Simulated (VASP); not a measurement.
Input for VASP

### INCAR
```
SYSTEM = Li2O
PREC = Accurate
ENCUT = 520
EDIFF = 1E-6
NELM = 100
ALGO = Normal
LREAL = .FALSE.
LASPH = .TRUE.
ISMEAR = 0
SIGMA = 0.05
GGA = PE
LWAVE = .FALSE.
LCHARG = .FALSE.
ISIF = 2
IBRION = 2
NSW = 40
EDIFFG = -0.01
```

POSCAR:
```
Li2O
1.0
  0.0000000000   2.3100000000   2.3100000000
  2.3100000000   0.0000000000   2.3100000000
  2.3100000000   2.3100000000   0.0000000000
Li O
2 1
Direct
  0.2348484848   0.2651515152   0.2867965368
  0.7500000000   0.7500000000   0.7500000000
  0.0000000000   0.0000000000   0.0000000000
```

**KPOINTS**
```
Automatic mesh
0
Gamma
8 8 8
0 0 0
```

POTCAR, in this order: Li_sv O (PBE.64 set). Program: vasp_std.

Write an equivalent input for Quantum ESPRESSO's pw.x.

One equivalent input (not run):
```
&CONTROL
  calculation = 'relax'
  pseudo_dir = './pseudo'
  outdir = './out'
  tprnfor = .true.
  tstress = .true.
  nstep = 40
  forc_conv_thr = 0.00039
/
&SYSTEM
  ibrav = 0
  nat = 3
  ntyp = 2
  ecutwfc = 84
  occupations = 'smearing'
  smearing = 'gaussian'
  degauss = 0.003675
  input_dft = 'pbe'
/
&ELECTRONS
  conv_thr = 7.3e-08
  electron_maxstep = 100
/
&IONS
/
ATOMIC_SPECIES
  Li 6.940 Li.upf
  O 15.999 O.upf
CELL_PARAMETERS angstrom
     0.0000000    2.3100000    2.3100000
     2.3100000    0.0000000    2.3100000
     2.3100000    2.3100000    0.0000000
ATOMIC_POSITIONS crystal
  Li   0.2348485  0.2651515  0.2867965
  Li   0.7500000  0.7500000  0.7500000
  O    0.0000000  0.0000000  0.0000000
K_POINTS automatic
  8 8 8 0 0 0
```
The two are equivalent in intent, not identical: the potentials are each code's own (VASP's PAW set, PseudoDojo norm-conserving files in pw.x), so ENCUT and ecutwfc are chosen apart and not converted; conv_thr bounds pw.x's estimated SCF error, while EDIFF bounds the energy change between steps; forc_conv_thr acts on force components and is met together with etot_conv_thr.

The compound is Li2O in the antifluorite structure. In the starting cell atoms are displaced from their ideal sites. This run relaxes the ions in a fixed cell.
